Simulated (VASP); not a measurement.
Write the native input for VASP 6.6.1 that does the following.

| Property | Result |
| --- | --- |
| Task | relaxation of cell and atoms |
| Functional | LDA |
| Potentials or basis | VASP PAW LDA potentials, release 64 (Ir) |
| Cutoff | 600 eV |
| k mesh | 18 × 18 × 18 |
| Occupations | gaussian, width 0.1 eV |
| Spin | no spin polarisation |
| Further INCAR settings | ALGO = Normal; EDIFF = 1e-07; IBRION = 2; EDIFFG = -0.005; NSW = 90; ISIF = 3 |

The structure of Ir lies in POSCAR:

```
Ir
1.0
    0.0000000000      1.9269646700      1.9269646700
    1.9269646700      0.0000000000      1.9269646700
    1.9269646700      1.9269646700      0.0000000000
Ir
1
Direct
    0.0000000000      0.0000000000      0.0000000000
```

These files were run (other wordings do the same):

INCAR

```
SYSTEM = Ir
PREC = Accurate ; ENCUT = 600
EDIFF = 1E-7 ; ISMEAR = 0
SIGMA = 0.1 ; LREAL = .FALSE.
LASPH = .TRUE. ; NELM = 80
ALGO = Normal ; ISIF = 3
LWAVE = .FALSE. ; LCHARG = .FALSE.
GGA = CA ; IBRION = 2
NSW = 90 ; EDIFFG = -0.005
```

KPOINTS

```
Automatic mesh
0
G
  18 18 18
  0 0 0
```

Potentials or basis: VASP PAW LDA potentials, release 64 (Ir).

The run is started by

```console
$ cat potpaw_LDA.64/Ir/POTCAR > POTCAR
$ mpirun -np 1 vasp_std > vasp.out
```

It gave:

```yaml
Relaxed_volume: 13.93 Å³/atom
Relaxed_cell: a = 2.701 Å, b = 2.701 Å, c = 2.701 Å, α = 60.00°, β = 60.00°, γ = 60.00°
Space_group_after_relaxing_to_0.05_Å: Fm-3m (No. 225)
Energy_gained_by_relaxing: 12.5 meV/atom
Ionic_steps: 7
Pressure_after_relaxing: 0.0 GPa
Band_gap_on_the_k_mesh: none (metal or under the smearing width)
```

Run time: 33 s on 1 thread of Intel(R) Xeon(R) 6975P-C (Granite Rapids), with other jobs on the host, peak memory 0.18 GiB.
